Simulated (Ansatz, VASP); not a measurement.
## Cross-check of ZrTa7C8 (random rock-salt alloy of TaC and ZrC) between VASP and Ansatz

One calculation is typed for both programs; each brings its own data sets. How far apart do they land? The cell is taken from a series of runs on this material, whose earlier steps may have relaxed, scaled, displaced or heated it; both programs get it as it stands.

Main program and level: Ansatz 0.2.0; plane waves, with VASP 6.6.1 beside it; single point at LDA.

## Step 1: The starting structure

The cell holds 64 atoms: 28 Ta, 32 C and 4 Zr. Its edges and angles: a = 9.061 Å, b = 9.061 Å, c = 9.061 Å, α = 90.0°, β = 90.0°, γ = 90.0°. It derives from TaC (rock-salt), repeated 2×2×2. As first built, before any earlier steps moved the atoms (in the runner's words): rock-salt TaC, 2 x 2 x 2 conventional cells, 4 of 32 Ta sites given to Zr at random (x = 0.125), lattice by Vegard's rule (a = 4.486 A); displaced by a Gaussian of 0.02 A.

## Step 2: VASP: single point, LDA, pair 1

With cell and atoms fixed, the geometry can't cause a difference; cores, projectors, grids and the points listed under the comparison can.

Lines of VASP's logs that name or quote its potential files are left out, and so is its time.

INCAR reads:

```
SYSTEM = ZrTa7C8
PREC = Accurate
ENCUT = 600
EDIFF = 1E-06
NELM = 120
ISMEAR = 0
SIGMA = 0.025
LREAL = Auto
ALGO = Normal
GGA = PW92
NBANDS = 288
LASPH = .TRUE.
LORBIT = 11
LWAVE = .FALSE.
LCHARG = .FALSE.
ISIF = 2
GGA_COMPAT = .FALSE.
KPAR = 8
```

POSCAR reads:

```
ZrTa7C8
1.0
    9.0614430000      0.0000000000      0.0000000000
    0.0000000000      9.0614430000      0.0000000000
    0.0000000000      0.0000000000      9.0614430000
Ta C Zr
28 32 4
Direct
    0.0004670000      0.0010600000      0.0053720000
    0.0014430000      0.2458820000      0.2514910000
    0.2431900000      0.0008020000      0.2495510000
    0.2507480000      0.2503170000      0.0039090000
    0.9993210000      0.0005780000      0.4950460000
    0.9939460000      0.2523360000      0.7491080000
    0.2501330000      0.2532000000      0.4965790000
    0.0007540000      0.7542620000      0.2532230000
    0.2552640000      0.4989140000      0.2527170000
    0.2509190000      0.7499810000      0.0006550000
    0.9997740000      0.4991120000      0.5005870000
    0.0019750000      0.7473510000      0.7459320000
    0.2490760000      0.4990820000      0.7472550000
    0.2458310000      0.7465780000      0.4994580000
    0.5002880000      0.0025530000      0.0006670000
    0.4988530000      0.2546120000      0.2495630000
    0.7570050000      0.0011880000      0.2502280000
    0.7493610000      0.2499290000      0.9964260000
    0.5055880000      0.2517730000      0.7507150000
    0.7515180000      0.0057890000      0.7498230000
    0.7500350000      0.2518640000      0.5043480000
    0.4999380000      0.4968000000      0.0040140000
    0.4996770000      0.7442170000      0.2505970000
    0.7448340000      0.4984380000      0.2518220000
    0.4993960000      0.4996520000      0.4965660000
    0.4982230000      0.7475110000      0.7496200000
    0.7505910000      0.4939350000      0.7485190000
    0.7547090000      0.7474420000      0.4992570000
    0.2515510000      0.9998460000      0.0040860000
    0.2499150000      0.2495950000      0.2502470000
    0.0001590000      0.0002110000      0.2502280000
    0.0002430000      0.2460170000      0.0003470000
    0.2462800000      0.0002760000      0.4956560000
    0.2501640000      0.2552140000      0.7501820000
    0.9950520000      0.9990070000      0.7495170000
    0.0000560000      0.2500910000      0.5002670000
    0.2546210000      0.5005070000      0.9996750000
    0.2505700000      0.7495180000      0.2496320000
    0.0004970000      0.4996180000      0.2554450000
    0.0052700000      0.7543300000      0.9994070000
    0.2496790000      0.4999690000      0.5000250000
    0.2510390000      0.7459730000      0.7509140000
    0.0007520000      0.4998830000      0.7462720000
    0.9995740000      0.7494570000      0.4995150000
    0.7490320000      0.0035840000      0.0008610000
    0.7504690000      0.2499100000      0.2503140000
    0.5001540000      0.9999370000      0.2445530000
    0.4998140000      0.2490690000      0.0002380000
    0.7542050000      0.9997840000      0.5007200000
    0.7496710000      0.2488400000      0.7504050000
    0.5043720000      0.9985330000      0.7548910000
    0.4997210000      0.2538530000      0.5003000000
    0.7458020000      0.4955910000      0.0008440000
    0.7487430000      0.7500850000      0.2542640000
    0.5001150000      0.4996250000      0.2502990000
    0.4962680000      0.7500130000      0.0001940000
    0.7497720000      0.5004660000      0.4999480000
    0.7489920000      0.7501320000      0.7448620000
    0.4996390000      0.5005870000      0.7497630000
    0.5005500000      0.7453560000      0.5005480000
    0.2477240000      0.0016370000      0.7504140000
    0.0009020000      0.4989090000      0.0012760000
    0.5007830000      0.9995020000      0.4985520000
    0.7501570000      0.7497790000      0.0000210000
```

KPOINTS reads:

```
Automatic mesh
0
Gamma
2 2 2
0 0 0
```

The projector-augmented-wave data sets are Ta_pv, C and Zr_sv (LDA family, release 64).

Launch:

```console
$ mpirun -np 8 vasp_std
```

What it wrote:

```text
[banner, memory and clock lines left out]
running    8 mpi-ranks, on    1 nodes
[...]
|                                                                             |
|           W    W    AA    RRRRR   N    N  II  N    N   GGGG   !!!           |
|           W    W   A  A   R    R  NN   N  II  NN   N  G    G  !!!           |
|           W    W  A    A  R    R  N N  N  II  N N  N  G       !!!           |
|           W WW W  AAAAAA  RRRRR   N  N N  II  N  N N  G  GGG   !            |
|           WW  WW  A    A  R   R   N   NN  II  N   NN  G    G                |
|           W    W  A    A  R    R  N    N  II  N    N   GGGG   !!!           |
|                                                                             |
|     For optimal performance we recommend to set                             |
|       NCORE = 2 up to number-of-cores-per-socket                            |
|     NCORE specifies how many cores store one orbital (NPAR=cpu/NCORE).      |
|     This setting can greatly improve the performance of VASP for DFT.       |
[...]
|                                                                             |
|     You enforced a specific xc type in the INCAR file but a different       |
|     [... a line on the potential file left out ...]
|     I HOPE YOU KNOW WHAT YOU ARE DOING!                                     |
|                                                                             |

 LDA part: xc-table for (Slater(with rela. corr.)+PW92), standard interpolation
 POSCAR, INCAR and KPOINTS ok, starting setup
[...]
entering main loop
       N       E                     dE             d eps       ncg     rms          rms(c)
DAV:   1     0.523959663076E+04    0.52396E+04   -0.27891E+05  4608   0.194E+03
DAV:   2    -0.334683965068E+03   -0.55743E+04   -0.53954E+04  4832   0.553E+02
DAV:   3    -0.850224627148E+03   -0.51554E+03   -0.50013E+03  5688   0.144E+02
DAV:   4    -0.875823821030E+03   -0.25599E+02   -0.25223E+02  5848   0.275E+01
[...]
DAV:  14    -0.762135099432E+03    0.26771E-04   -0.23677E-04  5624   0.423E-02    0.301E-02
DAV:  15    -0.762135097482E+03    0.19497E-05   -0.59367E-05  5904   0.179E-02    0.843E-03
DAV:  16    -0.762135096890E+03    0.59182E-06   -0.85916E-06  4800   0.760E-03
   1 F= -.76213510E+03 E0= -.76212937E+03  d E =-.114618E-01
```

From OUTCAR (step 2):

```text
  Total      -80.2072754    -79.7608544    -78.0053611      0.5511674     -0.3411721      0.6161881
  in kB     -172.7158750   -171.7545659   -167.9743408      1.1868668     -0.7346696      1.3268806
  external PRESSURE =    -170.8149272 kB  Pullay stress =       0.0000000 kB

 POSITION                                       TOTAL-FORCE (eV/Angst)
 -----------------------------------------------------------------------------------
      0.00423      0.00961      0.04868        -0.006477      0.032063      0.036105
      0.01308      2.22805      2.27887         0.014472     -0.070247      0.010097
      2.20365      0.00727      2.26129        -0.086458      0.006586     -0.008620
      2.27214      2.26823      0.03542         0.008922     -0.009767      0.043895
      9.05529      0.00524      4.48583        -0.021980      0.006800     -0.049054
      9.00659      2.28653      6.78800        -0.059194      0.024490     -0.033936
      2.26657      2.29436      4.49972        -0.003892      0.055512     -0.044857
      0.00683      6.83470      2.29457        -0.001760      0.064418      0.054622
      2.31306      4.52088      2.28998         0.059153     -0.010204      0.050528
      2.27369      6.79591      0.00594         0.008188      0.012547     -0.009437
      9.05940      4.52267      4.53604         0.035241     -0.000789      0.027470
      0.01790      6.77208      6.75922         0.020280     -0.050719     -0.050607
      2.25699      4.52240      6.77121        -0.006396     -0.001618     -0.053513
      2.22758      6.76507      4.52581        -0.044118     -0.037350      0.008572
[...]
-----------------------------------------------------------------------------------
    total drift:                                0.010447     -0.013132      0.001995

  FREE ENERGIE OF THE ION-ELECTRON SYSTEM (eV)
  ---------------------------------------------------
  free  energy   TOTEN  =      -762.1350968903 eV

  energy  without entropy=     -762.1236350970  energy(sigma->0) =     -762.12936599

[... 1 further part left out ...]
```

The run ends at a pressure of -17.08 GPa, with forces up to 0.087 eV/Å.

## Step 3: Ansatz: single point, LDA, pair 1

Ansatz runs on its PAW soft_1 files.

The same cell, functional (in two slightly different forms), mesh and smearing now go to Ansatz, which takes its cutoff from its data sets.

input.yaml reads:

```yaml
crystal:
  lattice:
    - [9.06144340167668, 0.0, 0.0]
    - [0.0, 9.06144340167668, 0.0]
    - [0.0, 0.0, 9.06144340167668]
  atoms:
    - { symbol: Ta, position: [1.0004667169095438, 0.0010596920023872942, 1.0053715900995441] }
    - { symbol: C, position: [0.25155145774000726, -0.00015382003257708113, 1.0040856790984096] }
    - { symbol: Ta, position: [0.0014426961726002477, 0.24588227175635566, 0.25149055199067705] }
    - { symbol: C, position: [0.24991465294033705, 0.2495951409846849, 0.2502472975816091] }
    - { symbol: Ta, position: [0.24319004704799174, 1.00080246459266, 0.2495514270165758] }
    - { symbol: C, position: [0.00015924929740046236, 1.0002114080615012, 0.2502284707743073] }
    - { symbol: Ta, position: [0.250747866098475, 0.2503168718364971, 1.0039092159125595] }
    - { symbol: C, position: [0.00024264821547304477, 0.2460171010562607, 1.0003466207788452] }
    - { symbol: Ta, position: [0.9993213933830776, 1.000578057152705, 0.4950455729386311] }
    - { symbol: C, position: [0.24628047306771317, 1.0002759099854948, 0.49565612693168415] }
    - { symbol: Ta, position: [-0.006053693964155847, 0.2523362821349103, 0.7491076348860339] }
    - { symbol: C, position: [0.25016422869541927, 0.25521413855771863, 0.7501819443155949] }
    - { symbol: Zr, position: [0.24772434604749413, 1.0016373278868416, 0.7504143045152294] }
    - { symbol: C, position: [0.9950516817191428, -0.0009933624024162447, 0.7495167788570208] }
    - { symbol: Ta, position: [0.25013305076488407, 0.25319966749626255, 0.496579172665297] }
    - { symbol: C, position: [5.590617544364223e-05, 0.25009062244157026, 0.5002670447463264] }
    - { symbol: Zr, position: [1.0009017434644039, 0.4989092746050381, 1.0012760902050977] }
    - { symbol: C, position: [0.254621297739516, 0.5005065971526986, -0.00032454663259830733] }
    - { symbol: Ta, position: [0.0007535054733810976, 0.7542621401223395, 0.2532230951115038] }
    - { symbol: C, position: [0.2505696895812389, 0.749518084055516, 0.24963225525045704] }
    - { symbol: Ta, position: [0.25526445817934534, 0.49891430223067795, 0.2527167237405473] }
    - { symbol: C, position: [1.0004967910941411, 0.4996178612370866, 0.25544476554115375] }
    - { symbol: Ta, position: [0.25091933300857155, 0.7499814842935292, 0.000655410809676878] }
    - { symbol: C, position: [0.0052702349810806225, 0.7543303898664131, -0.0005931196260881663] }
    - { symbol: Ta, position: [0.999773880039224, 0.4991118719699578, 0.5005872750841375] }
    - { symbol: C, position: [0.2496789843982, 0.49996922055408466, 0.5000249864573935] }
    - { symbol: Ta, position: [0.0019747295795371433, 0.7473507350283017, 0.745932249033352] }
    - { symbol: C, position: [0.25103906589645275, 0.7459726576060546, 0.7509142076401669] }
    - { symbol: Ta, position: [0.24907555804175524, 0.4990821500006376, 0.7472545657789454] }
    - { symbol: C, position: [0.000751980138466646, 0.4998833690225575, 0.7462716177129693] }
    - { symbol: Ta, position: [0.2458310041562368, 0.7465781666759173, 0.4994577570703142] }
    - { symbol: C, position: [-0.0004261889659824114, 0.7494567840324667, 0.4995146886134039] }
    - { symbol: Ta, position: [0.5002876516551339, 1.0025530340895785, 1.0006666714369359] }
    - { symbol: C, position: [0.7490317730546789, 0.0035836107787414165, 1.0008605840448128] }
    - { symbol: Ta, position: [0.4988532820594808, 0.2546119478843805, 0.24956348044187038] }
    - { symbol: C, position: [0.7504694551342828, 0.24990953823918466, 0.25031448191996214] }
    - { symbol: Ta, position: [0.7570046035937018, 1.001187622709113, 0.2502276046397383] }
    - { symbol: C, position: [0.5001540495034625, -6.326724487606601e-05, 0.24455271854218114] }
    - { symbol: Ta, position: [0.7493605912962364, 0.24992928794417352, -0.0035738425102798247] }
    - { symbol: C, position: [0.4998144031453368, 0.24906886922212154, 1.0002384008095366] }
    - { symbol: Zr, position: [0.5007826813211543, 0.9995015447953162, 0.49855242781447395] }
    - { symbol: C, position: [0.7542046741068913, -0.00021629632681331495, 0.5007201025333333] }
    - { symbol: Ta, position: [0.5055877899439201, 0.2517727010024635, 0.7507152437749854] }
    - { symbol: C, position: [0.749671245085296, 0.24884005981896723, 0.7504047671894055] }
    - { symbol: Ta, position: [0.7515176524664604, 0.005789063409644888, 0.7498226556702018] }
    - { symbol: C, position: [0.504371525139618, 0.9985329874343319, 0.7548908487689951] }
    - { symbol: Ta, position: [0.7500354338445213, 0.251864389472019, 0.504348491312299] }
    - { symbol: C, position: [0.4997209340426069, 0.2538532065132214, 0.5003000176640229] }
    - { symbol: Ta, position: [0.49993817459590995, 0.49679989278231207, 1.0040137671223797] }
    - { symbol: C, position: [0.745802297867834, 0.4955907383573885, 0.0008436395435802816] }
    - { symbol: Ta, position: [0.49967698088104867, 0.7442174674106562, 0.2505970694691078] }
    - { symbol: C, position: [0.748743261321129, 0.7500850696405433, 0.2542637288408252] }
    - { symbol: Ta, position: [0.7448344948046721, 0.49843750420008376, 0.2518224279126681] }
    - { symbol: C, position: [0.5001145411799622, 0.4996245018920816, 0.25029872102951733] }
    - { symbol: Zr, position: [0.7501570820553396, 0.7497786118503278, 1.0000214433580947] }
    - { symbol: C, position: [0.4962682383730229, 0.7500129469666025, 0.0001941932100626866] }
    - { symbol: Ta, position: [0.49939560401439453, 0.49965160803647585, 0.4965656120223227] }
    - { symbol: C, position: [0.7497720013807834, 0.5004656372438988, 0.4999476684949551] }
    - { symbol: Ta, position: [0.4982228090022606, 0.7475105497700717, 0.7496203838272553] }
    - { symbol: C, position: [0.748991639551337, 0.7501322488263307, 0.7448617264162101] }
    - { symbol: Ta, position: [0.750591454999385, 0.4939346743210635, 0.7485191908232633] }
    - { symbol: C, position: [0.4996386260670858, 0.5005866746482663, 0.7497634821554442] }
    - { symbol: Ta, position: [0.7547094681885396, 0.7474416008354763, 0.4992570120545906] }
    - { symbol: C, position: [0.5005496199754419, 0.7453564380631328, 0.5005477762204043] }
kpoints:
  mp_grid:
    grid: [2, 2, 2]
hamiltonian:
  xc: lda
  pseudopotentials:
    kind: paw
    xc_functional: pbe
    azcp:
      folder: "./paw"
scf:
  occupations:
    method: gaussian
    width: 0.025
output:
  forces: true
  stress: true
  eigenvalues: true
```

Launch:

```console
$ python sweep.py
```

## Step 4: Side by side

Known differences besides the potentials themselves: the data sets hold 540 valence electrons in Ansatz (on its PAW soft_1 files) and 484 in VASP; VASP's log shows a relativistic correction to its local exchange, Ansatz's none; Ansatz takes its cutoff from its data sets, VASP runs at 600 eV. Total energies have different zeros and are not compared.

Both answers:

```
      quantity  Ansatz    VASP  difference
pressure (GPa)  -17.98  -17.08       -0.90
```

Forces on 10 of the 64 atoms, those with the largest forces and the largest differences (eV/Å; atoms numbered as in POSCAR):

```
atom          Ansatz x, y, z            VASP x, y, z
 Ta3   -0.091, 0.011, -0.009   -0.086, 0.007, -0.009
 Ta6   -0.078, 0.030, -0.028   -0.059, 0.024, -0.034
 Ta8     0.010, 0.066, 0.061    -0.002, 0.064, 0.055
Ta17     0.092, 0.020, 0.002     0.080, 0.008, 0.013
Ta19     0.080, 0.031, 0.010     0.069, 0.025, 0.014
Ta20     0.033, 0.077, 0.001     0.025, 0.059, 0.012
Ta27   0.008, -0.085, -0.032   0.023, -0.067, -0.027
 C40     0.036, 0.019, 0.012    0.010, -0.005, 0.008
 C43  -0.001, -0.003, -0.040   -0.018, 0.006, -0.004
 C53   -0.042, -0.037, 0.001  -0.008, -0.007, -0.009
```

The forces differ by 12 meV/Å r.m.s., which is 47.2 % of the r.m.s. force of 0.025 eV/Å (both taken over all components).

[end of part 1 of 2]

[Lines on the potential files, build, host, timing and source positions are cut from VASP's logs without a mark.]

[Logs are printed without paths, hosts, clocks, repeated set-up lines and the standing remarks that a program may print on its own settings, such as how far it seeks lower states.]

[Hosts, paths, dates, database ids (printed as entryN), source tags and the programs' standing remarks are cut or masked in the printed files.]
